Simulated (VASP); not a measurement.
Given:

```xyz
8
Lattice="-2.7504 2.7504 5.4541 2.7504 -2.7504 5.4541 2.7504 2.7504 -5.4541" Properties=species:S:1:pos:R:3 pbc="T T T"
Ga     2.7504     0.0000     2.7270
Ga     0.0000     0.0000     5.4541
Cu     0.0000     2.7504     2.7270
Cu     0.0000     0.0000     0.0000
Se     1.3752     1.3544    -1.3635
Se     1.3544     4.1256     1.3635
Se     1.3752     1.3960     4.0905
Se     1.3960    -1.3752     6.8176
```

All values below come from PBE GGA, VASP's PBE PAW potentials (set 64) (plane waves; VASP 6.6.1). Numerical set-up: 300 eV cut-off, 4×4×4 Γ-centred mesh, Fermi-Dirac smearing of 0.14 eV, potentials Ga_d Cu Se.

At this cut-off the stress carries a Pulay error, which pulls relaxed volumes low.

Estimate the energy per atom (σ→0), pressure, largest force, band gap (on the k-mesh) with the smallest direct gap where there is one.

```
Item                                          Value
-----------------------------------  --------------
band gap (on the k-mesh)                    0.46 eV
smallest direct gap (on the k-mesh)         0.46 eV
energy per atom (σ→0)                -3.845 eV/atom
pressure                                   6.92 GPa
largest force                            0.224 eV/Å
```

The absolute energy has meaning only against runs of the same code, potentials and settings.

The structure comes from a computed database's GaCuSe2 entry; how it stands against other phases isn't given here. The cell was not relaxed at this level.
